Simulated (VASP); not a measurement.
```yaml
crystal:
  lattice:
    - [0.00000, 2.80667, 2.80667]
    - [2.80667, 0.00000, 2.80667]
    - [2.80667, 2.80667, 0.00000]
  atoms:
    - { symbol: Ga, position: [0.00000, 0.00000, 0.00000] }
    - { symbol: As, position: [0.25000, 0.25000, 0.25000] }
```

Method: AM05 GGA, VASP's PBE PAW potentials (set 64) (plane waves; VASP). Numerical set-up: 520 eV cut-off, 8×8×8 Γ-centred mesh, Gaussian smearing of 0.050 eV, potentials Ga_d As.

**Question.** Give the stress tensor in GPa (positive for a compressed cell).

**Answer.** 
```
2.19  0.00  0.00
0.00  2.19  0.00
0.00  0.00  2.19
```
The pressure is its mean diagonal, 2.19 GPa.

The compound is GaAs in the zinc blende structure. This cell is one point of a volume scan, at 0.97 of the reference volume.
